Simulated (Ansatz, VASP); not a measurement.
## Cross-check of SbP between VASP and Ansatz

One calculation is typed for both programs; each brings its own data sets. How far apart do they land? The cell is generated by rule, not measured, and may not be a known phase. Of the first pair: The two relaxations start from unlike cells of this crystal (the structure described is Ansatz's start), so only their ends are compared.

Method: plane waves, with VASP 6.6.1 beside it; relaxation of cell and atoms at PBEsol, in Ansatz 0.2.0.

**1. Set-up**

The structure is cubic, space group Pm-3m (No. 221). The conventional cell has a = 3.302 Å, b = 3.302 Å, c = 3.302 Å, α = 90.00°, β = 90.00°, γ = 90.00°. Nearest to Sb lie 8 P at 2.86 Å. P has 8 Sb at 2.86 Å nearest. Farther neighbours are not listed.

**2. VASP: relaxation of cell and atoms, PBEsol, pair 1**

The relaxed volume is the usual yardstick between codes: in a stiff, nearly cubic crystal its relative difference is about their pressure difference at one cell divided by the bulk modulus.

Lines of VASP's logs that name or quote its potential files are left out, and so is its time.

The input, INCAR:

```
SYSTEM = SbP
PREC = Accurate
ENCUT = 500
EDIFF = 1E-07
NELM = 120
ISMEAR = 0
SIGMA = 0.1
LREAL = .FALSE.
ALGO = Normal
GGA = PS
NBANDS = 11
LORBIT = 11
LWAVE = .FALSE.
LCHARG = .FALSE.
ISIF = 3
IBRION = 2
NSW = 80
EDIFFG = -0.005
LASPH = .TRUE.
GGA_COMPAT = .FALSE.
NELMIN = 4
KPAR = 2
```

The input, POSCAR:

```
SbP
1.0
    3.4111453218      0.0000000000      0.0000000000
    0.0000000000      3.4111453218      0.0000000000
    0.0000000000      0.0000000000      3.4111453218
Sb P
1 1
Direct
    0.0000000000      0.0000000000      0.0000000000
    0.5000000000      0.5000000000      0.5000000000
```

The input, KPOINTS:

```
Automatic mesh
0
Gamma
6 6 6
0 0 0
```

The projector-augmented-wave data sets are Sb and P (PBE family, release 64).

Run with:

```bash
mpirun -np 2 vasp_std
```

Numbers of over 12 decimals in the logs are rounded to 6 here.

Log:

```text
[banner, memory and clock lines left out]
running    2 mpi-ranks, on    1 nodes
 distrk:  each k-point on    1 cores,    2 groups
 distr:  one band on    1 cores,    1 groups

 POSCAR found type information on POSCAR SbP
 POSCAR found :  2 types and       2 ions
|                                                                             |
|               ----> ADVICE to this user running VASP <----                  |
|                                                                             |
|     You enforced a specific xc type in the INCAR file but a different       |
|     [... a line on the potential file left out ...]
|     I HOPE YOU KNOW WHAT YOU ARE DOING!                                     |
|                                                                             |

 LDA part: xc-table for (Slater+PW92), standard interpolation
 POSCAR, INCAR and KPOINTS ok, starting setup
 FFT: planning ... GRIDC
 FFT: planning ... GRID_SOFT
 FFT: planning ... GRID
 WAVECAR not read
 entering main loop
       N       E                     dE             d eps       ncg     rms          rms(c)
DAV:   1     0.229679339220E+02    0.22968E+02   -0.38345E+03   440   0.707E+02
DAV:   2    -0.836461434832E+01   -0.31333E+02   -0.30504E+02   617   0.114E+02
DAV:   3    -0.958823835509E+01   -0.12236E+01   -0.11808E+01   552   0.222E+01
DAV:   4    -0.959732226816E+01   -0.90839E-02   -0.90803E-02   509   0.216E+00
DAV:   5    -0.959739730412E+01   -0.75036E-04   -0.75032E-04   515   0.211E-01    0.375E+00
DAV:   6    -0.948705948066E+01    0.11034E+00   -0.43305E-01   472   0.244E+00    0.224E+00
DAV:   7    -0.948292475792E+01    0.41347E-02   -0.23079E-02   515   0.875E-01    0.102E+00
DAV:   8    -0.948059602439E+01    0.23287E-02   -0.30942E-03   476   0.306E-01    0.102E-01
DAV:   9    -0.948051004403E+01    0.85980E-04   -0.38041E-04   522   0.938E-02    0.398E-02
DAV:  10    -0.948051096059E+01   -0.91655E-06   -0.23129E-05   494   0.328E-02    0.819E-03
DAV:  11    -0.948051076368E+01    0.19691E-06   -0.11680E-06   521   0.675E-03    0.328E-03
DAV:  12    -0.948051040179E+01    0.36189E-06   -0.49156E-08   307   0.152E-03    0.188E-04
DAV:  13    -0.948051037654E+01    0.25252E-07   -0.96191E-09   265   0.637E-04
   1 F= -.94805104E+01 E0= -.94742255E+01  d E =-.948051E+01
 curvature:   0.00 expect dE= 0.000E+00 dE for cont linesearch  0.000E+00
 trial: gam= 0.00000 g(F)=  0.000E+00 g(S)=  0.743E-05 ort = 0.000E+00 (trialstep = 0.100E+01)
 search vector abs. value=  0.743E-05
 bond charge predicted
       N       E                     dE             d eps       ncg     rms          rms(c)
DAV:   1    -0.948051896012E+01   -0.85583E-05   -0.19620E-04   460   0.726E-02    0.146E-02
DAV:   2    -0.948051422039E+01    0.47397E-05   -0.87120E-06   452   0.159E-02    0.756E-03
DAV:   3    -0.948051269108E+01    0.15293E-05   -0.18987E-06   460   0.766E-03    0.216E-03
DAV:   4    -0.948051260628E+01    0.84798E-07   -0.37341E-07   467   0.314E-03
   2 F= -.94805126E+01 E0= -.94742106E+01  d E =-.222975E-05
 trial-energy change:   -0.000002  1 .order   -0.000002   -0.000007    0.000004
 step:   0.6644(harm=  0.6644)  dis= 0.00000  next Energy=    -9.480513 (dE=-0.247E-05)
 reached required accuracy - stopping structural energy minimisation
```

OUTCAR, selected parts (step 2):

```text
ion  position               nearest neighbor table
   1  0.000  0.000  0.000-   2 2.95   2 2.95   2 2.95   2 2.95   2 2.95   2 2.95   2 2.95   2 2.95

  LATTYP: Found a simple cubic cell.
 ALAT       =     3.4111453218

 Subroutine GETGRP returns: Found 48 space group operations
 (whereof 48 operations were pure point group operations)

The static configuration has the point symmetry O_h .

 Found     20 irreducible k-points:

   k-points           NKPTS =     20   k-points in BZ     NKDIM =     20   number of bands    NBANDS=     11

   dimension x,y,z NGX =    28 NGY =   28 NGZ =   28
   dimension x,y,z NGXF=    56 NGYF=   56 NGZF=   56

   ENCUT  =  500.0 eV  36.75 Ry    6.06 a.u.   6.22  6.22  6.22*2*pi/ulx,y,z

   NELECT =      10.0000    total number of electrons

 k-points in reciprocal lattice and weights: Automatic mesh
   0.00000000  0.00000000  0.00000000       0.005
   0.16666667  0.00000000  0.00000000       0.028
   0.33333333  0.00000000  0.00000000       0.028
   0.50000000  0.00000000  0.00000000       0.014
   0.16666667  0.16666667  0.00000000       0.056
   0.33333333  0.16666667  0.00000000       0.111
   0.50000000  0.16666667  0.00000000       0.056
   0.33333333  0.33333333  0.00000000       0.056
   0.50000000  0.33333333  0.00000000       0.056
[...]
0.50000000  0.50000000  0.33333333       0.028
   0.50000000  0.50000000  0.50000000       0.005

 average (electrostatic) potential at core
       1 -83.6559       2 -79.6383

 E-fermi :   9.2299

 k-point     1 :       0.0000    0.0000    0.0000
  band No.  band energies     occupation
      1      -5.1482      2.00000
      2       4.2228      2.00000
      3       6.9981      2.00000
      4       6.9981      2.00000
      5       6.9981      2.00000
      6      12.2650      0.00000
      7      12.2650      0.00000
      8      15.7998      0.00000
      9      15.7998      0.00000
     10      15.7998      0.00000
    ...

 k-point     2 :       0.1667    0.0000    0.0000
  band No.  band energies     occupation
      1      -4.7982      2.00000
      2       2.7930      2.00000
      3       7.2248      2.00000
      4       7.3401      2.00000
      5       7.3401      2.00000
      6      12.5691      0.00000
      7      13.7058      0.00000
      8      14.6321      0.00000
      9      14.6321      0.00000
     10      15.0692      0.00000
    ...

 k-point     3 :       0.3333    0.0000    0.0000
  band No.  band energies     occupation
      1      -3.7561      2.00000
      2       0.2613      2.00000
      3       8.1094      2.00000
      4       8.3200      2.00000
      5       8.3200      2.00000
      6      11.8434      0.00000
      7      12.4321      0.00000
      8      12.4321      0.00000
      9      13.4593      0.00000
     10      17.5011      0.00000
    ...

  Total        0.0051173      0.0051173      0.0051173      0.0000000     -0.0000000      0.0000000
  in kB        0.2067122      0.2067122      0.2067122      0.0000000     -0.0000000      0.0000000
  external PRESSURE =       0.2067122 kB  Pullay stress =       0.0000000 kB

  energy-cutoff  :      500.00
  volume of cell :       39.66
      direct lattice vectors                 reciprocal lattice vectors
     3.410311836 -0.000000000  0.000000000     0.293228317  0.000000000  0.000000000
    -0.000000000  3.410311836 -0.000000000     0.000000000  0.293228317  0.000000000
    -0.000000000 -0.000000000  3.410311836    -0.000000000  0.000000000  0.293228317

 POSITION                                       TOTAL-FORCE (eV/Angst)
 -----------------------------------------------------------------------------------
      0.00000      0.00000      0.00000         0.000000     -0.000000      0.000000
      1.70516      1.70516      1.70516        -0.000000      0.000000      0.000000
 -----------------------------------------------------------------------------------
    total drift:                               -0.000000      0.000000      0.000000

  FREE ENERGIE OF THE ION-ELECTRON SYSTEM (eV)
  ---------------------------------------------------
  free  energy   TOTEN  =        -9.4805126063 eV

  energy  without entropy=       -9.4679085983  energy(sigma->0) =       -9.47421060

 reached required accuracy - stopping structural energy minimisation

 total charge
# of ion       s       p       d       tot
------------------------------------------
    1        1.260   0.998   0.065   2.324
    2        1.127   1.241   0.000   2.368
--------------------------------------------------
tot          2.388   2.239   0.065   4.692

[... 3 further parts left out ...]
```

CONTCAR:

```
SbP
   1.00000000000000
     3.4103118362554641   -0.0000000000000000    0.0000000000000000
    -0.0000000000000000    3.4103118362554641   -0.0000000000000000
    -0.0000000000000000   -0.0000000000000000    3.4103118362554641
  Sb              P
     1     1
Direct
     0.0000000000000000    0.0000000000000000    0.0000000000000000
     0.5000000000000000    0.5000000000000000    0.5000000000000000
```

**3. Ansatz: relaxation of cell and atoms, PBEsol, pair 1**

Ansatz runs on its default PAW (the set named soft_2) files.

Its own start cell and the same functional, mesh and smearing now go to Ansatz, which takes its cutoff from its data sets.

The input, input.yaml:

```yaml
crystal:
  lattice:
    - [3.30244, 0.0, 0.0]
    - [0.0, 3.30244, 0.0]
    - [0.0, 0.0, 3.30244]
  atoms:
    - { symbol: Sb, position: [0.0, 0.0, 0.0] }
    - { symbol: P, position: [0.5, 0.5, 0.5] }
kpoints:
  mp_grid: { grid: [6, 6, 6] }
hamiltonian:
  xc: pbesol
scf:
  occupations: { method: gaussian, width: 0.1 }
output:
  forces: true
  stress: true
  eigenvalues: true
relax:
  adjacent_minimum: "off"
  f_tol: 0.05
  max_steps: 80
  cell: { stress_tol: 0.5 }
```

Run with:

```bash
ansatz run input.yaml --threads 4 --pin off --max-ram 7168MiB --backend cpu --events-out ev --progress --plain --runs-dir out
```

Log:

```text
The last accepted step is kept in <dir> (removed where the run ends without a failure and the disk answers)
Engine: ansatz 0.2.0, aarch64-unknown-linux-gnu
Pseudopotentials: kind: paw
Pseudopotential: Sb, paw, valence charge 15, recommended cutoff 420 eV (normal), Sb.paw.azcp
Pseudopotential: P, paw, valence charge 5, recommended cutoff 420 eV (normal), P.paw.azcp
Functional definition: PBEsol
  exchange = pbesol_x
  correlation = pbesol_c
Crystal: 2 atoms, lattice volume = 36.017 Å³
Basis set: ecut = 420 eV, 739 PW (Γ), exchange–correlation on 48×48×48 points (8 copies of the dense FFT grid, shifted against one another)
Bands: 14, of which v1, the nominal top of the filled ones, is band 10 counted from 1 (9 counted from 0)
Symmetry: 48 space group operations
Space group: Pm-3m (ITA 221), of the structure as read, at distance tolerance 3.3e-5 Å
k-points: 20 of 216
Non-local potential: Sb, projectors of the file, l = 0: 2, l = 1: 2, l = 2: 2, l = 3: 2
Non-local potential: P, projectors of the file, l = 0: 2, l = 1: 2, l = 2: 2
PAW form: soft (Blöchl's): semilocal exchange-correlation on the pseudo side does not see the compensation charge
PAW frozen core: Sb, regenerated for the run's functional, and the local potential with it (the file was generated under x = pbe(κ = 0.804, μ = 0.219515), c = pbe(β = 0.066725))
PAW frozen core: P, regenerated for the run's functional, and the local potential with it (the file was generated under x = pbe(κ = 0.804, μ = 0.219515), c = pbe(β = 0.066725))
PAW one-centre angular grid: Sb, 590 points (default); XC on 64 Gauss nodes
PAW one-centre angular grid: P, 110 points (default); XC on 64 Gauss nodes
Initial density: superposition of atomic densities (neutral atoms: chi_scale 0, normalization atom), corrected by the library's trained network
Initial wavefunctions: pseudopotential atomic-orbital guess
Functional: x = pbesol(κ = 0.804, μ = 0.123457), c = pbesol(β = 0.046)
SCF iter   1: F=—  HF=-7147.183088 eV  |F-HF|=—  |Δ(HF+E_count)|=         —  Δρ=8.61e-3  dr2=5.28e-2  ethr=1.77e-3  ⟨swp⟩=5.8  Hψ=1660  notcnv=0
preconditioner: auto → none  [insulator: Δε(μ)=0.159 eV  Ē_g=10.162 eV  σ=0.100 eV  W_gap=0.68  n_scr=6 (ndim 8)  ℏωp=19.6 eV  f_vac=0.000  D(μ)=1.60/eV (n_scr^D=18)  ε∞_Penn≈4.7]
SCF iter   2: F=—  HF=-7147.170241 eV  |F-HF|=—  |Δ(HF+E_count)|=   1.28e-2  Δρ=3.82e-3  dr2=9.59e-3  ethr=2.64e-4  ⟨swp⟩=1.1  Hψ=442  notcnv=0
SCF iter   3: F=—  HF=-7147.167919 eV  |F-HF|=—  |Δ(HF+E_count)|=   2.32e-3  Δρ=4.45e-4  dr2=5.70e-5  ethr=4.80e-5  ⟨swp⟩=2.1  Hψ=344  notcnv=0
SCF iter   4: F=—  HF=-7147.167933 eV  |F-HF|=—  |Δ(HF+E_count)|=   1.39e-5  Δρ=1.74e-4  dr2=1.01e-5  ethr=2.85e-7  ⟨swp⟩=2.0  Hψ=473  notcnv=0
SCF iter   5: F=—  HF=-7147.167929 eV  |F-HF|=—  |Δ(HF+E_count)|=   3.79e-6  Δρ=6.38e-5  dr2=2.11e-6  ethr=5.04e-8  ⟨swp⟩=2.1  Hψ=388  notcnv=0
SCF iter   6: F=-7147.167929 eV  HF=-7147.167929 eV  |F-HF|=8.71e-9  |Δ(HF+E_count)|=   5.65e-7  Δρ=5.03e-6  dr2=1.20e-8  ethr=5.00e-10  ⟨swp⟩=5.2  Hψ=1481  notcnv=0
SCF 1 converged in 6 iterations: F = -7147.167929 eV  dr2 = 1.20e-8
  greatest PAW one-centre occupation: 0.997 electrons in one spin orbital (limit 2), on the Sb atom at site 0 (counted from 0), in its partial waves of l = 2
relax step   1: F+E_penalty+E_count = -7147.16792874 eV  Δ(F+E_penalty+E_count) = +0.000e0 eV  max|allowed force component| = 1.578e-30 eV/Å  Δτ_max = 0.0000 Å  P = +10.497 GPa  Ω = 36.017 Å³  (6 SCF iters, dr2 threshold 1.00e-7 eV, accepted)
[...]
relax step   2: F+E_penalty+E_count = -7147.25452234 eV  Δ(F+E_penalty+E_count) = -8.659e-2 eV  max|allowed force component| = 1.413e-30 eV/Å  Δτ_max = 0.0000 Å  P = -3.433 GPa  Ω = 41.545 Å³  energy of the carried Pulay correction = -1.777e-3 eV  (6 SCF iters, dr2 threshold 2.00e-7 eV, accepted)
[...]
relax step   3: F+E_penalty+E_count = -7147.27529727 eV  Δ(F+E_penalty+E_count) = -2.077e-2 eV  max|allowed force component| = 3.533e-31 eV/Å  Δτ_max = 0.0000 Å  P = -0.734 GPa  Ω = 40.031 Å³  energy of the carried Pulay correction = -1.316e-3 eV  (6 SCF iters, dr2 threshold 2.00e-7 eV, accepted)
[...]
relax step   4: F+E_penalty+E_count = -7147.27621201 eV  Δ(F+E_penalty+E_count) = -9.147e-4 eV  max|allowed force component| = 7.806e-31 eV/Å  Δτ_max = 0.0000 Å  P = +0.097 GPa  Ω = 39.638 Å³  energy of the carried Pulay correction = -1.193e-3 eV  (6 SCF iters, dr2 threshold 2.00e-7 eV, accepted)
[...]
relax step   5: F+E_penalty+E_count = -7147.27756185 eV  Δ(F+E_penalty+E_count) = -1.350e-3 eV  max|allowed force component| = 2.876e-31 eV/Å  Δτ_max = 0.0000 Å  P = +0.117 GPa  Ω = 39.638 Å³  stress off target by 1.17e-1 GPa  SCF on the basis re-selected at this cell (its energy is not comparable with the rows above)  (6 SCF iters)
basis re-selected at this cell: Δ(F+E_penalty+E_count) = -1.350e-3 eV, ΔP = +0.021 GPa vs the last step (what re-selecting the basis moved, of the pressure what is left beyond the Pulay correction that the steps carried, after the strain that the cell walked since its last selection, with what the two solves' SCF thresholds leave and, on support functions, any second-order correction that the steps lacked; it is no m [...]
SCF converged after 6 iterations
Free energy (F): -7147.277562 eV
Harris-Foulkes:  -7147.277562 eV  (|F-HF|=1.82e-12)
Internal energy: -7147.265053 eV  (E = F + TS)
E sigma→0 (E₀):  -7147.271308 eV
Entropy (-TS):   -0.012509 eV (-6.254 meV/atom)
Fermi energy:    11.876744 eV
--- Per-component energies (eV) ---
  E_band       = -111.663983
  E_kinetic    = 276.913142
  E_local      = -1508.933430  (includes V_loc(G=0)·N_el)
  E_nonlocal   = 397.668079
  E_hartree    = 690.372197
  E_xc         = -198.877719
  E_vxc        = -157.839676  (∫ρ·V_xc dr)
  E_paw        = -5052.951153  (= ΣΔE_a)
  E_vpaw       = -500.216497  (= ΣTr[D̂ρ^β])
  E_aug_tail   = 0.000001  (compensation charges beyond the density's cutoff)
  E_ewald      = -1751.834124
  E_core_change = 0.377953  (= ΣΔE_core)
  E_smearing   = -0.012509  (= −TS)
  E_closure    = 0.000000  (closes the sum)
  Σ components = -7147.277562   (vs F -7147.277562, Δ=0.00e0)
--- Forces (eV/Å), atoms counted from 1 ---
  atom   1  Sb    -0.00000000    -0.00000000    -0.00000000
  atom   2  P      0.00000000    -0.00000000     0.00000000
  max |Σ_I F_I| component: 3.29e-31 eV/Å
--- Stress (GPa, compression-positive) ---
        0.117272       0.000000       0.000000
        0.000000       0.117272      -0.000000
        0.000000      -0.000000       0.117272
  P = ⅓ Tr σ = 0.1173 GPa (1.173 kbar)
--- Band table (eV; the first three rows and the last of 20) ---
  k-point 0: bands = [... 6 lower, 6.8637, 9.6488, 9.6488, 9.6488, 14.9158, 14.9158, 18.4484, 18.4484]
  k-point 1: bands = [... 6 lower, 5.4385, 9.8730, 9.9908, 9.9908, 15.2207, 16.3602, 17.2811, 17.2811]
  k-point 2: bands = [... 6 lower, 2.9112, 10.7560, 10.9702, 10.9702, 14.4886, 15.0776, 15.0776, 16.1097]
  k-point 19: bands = [... 6 lower, 5.0500, 8.5398, 8.5398, 8.5398, 8.7119, 8.7119, 8.7119, 27.9829]
--- Relaxed structure (4 steps of the walk, 4 accepted, 1 SCFs on fresh bases) ---
  F+E_penalty+E_count = -7147.27756185 eV   max|allowed force component| = 2.876e-31 eV/Å   (the final SCF, on the basis selected at the relaxed cell)
  cell:  # Å, volume = 39.6384 Å³
    - [3.409615, 0, 0]
    - [0, 3.409615, 0]
    - [0, 0, 3.409615]
  atoms:
    - { symbol: Sb, position: [0, 0, 0] }
    - { symbol: P, position: [0.5, 0.5, 0.5] }
```

In the SCF lines HF is the Harris–Foulkes energy and dr2 the Hartree energy of the density residual, in eV; the loop may stop once dr2 is under the threshold and the program's other checks hold. Hψ counts applications of the Hamiltonian.

**4. Differences**

Known differences besides the potentials themselves: the data sets hold 20 valence electrons in Ansatz (on its default PAW (the set named soft_2) files) and 10 in VASP; the cutoff is 420 eV in Ansatz and 500 eV in VASP; Ansatz makes its cores anew for this functional, VASP keeps those of its PBE data sets; Ansatz adds a Pulay correction to the stress that steers its cell, VASP none. Total energies have different zeros and are not compared.

Compared:

```
                                         quantity  Ansatz   VASP  difference
                                      volume (Å³)   39.64  39.66     -0.06 %
edge a after relaxation, in the typed setting (Å)   3.410  3.410     -0.02 %
```

(Continued in part 2 of 2.)

[Lines on the potential files, build, host, timing and source positions are cut from VASP's logs without a mark.]

[Logs are printed without paths, hosts, clocks, repeated set-up lines and the standing remarks that a program may print on its own settings, such as how far it seeks lower states.]

[Hosts, paths, dates, database ids (printed as entryN), source tags and the programs' standing remarks are cut or masked in the printed files.]
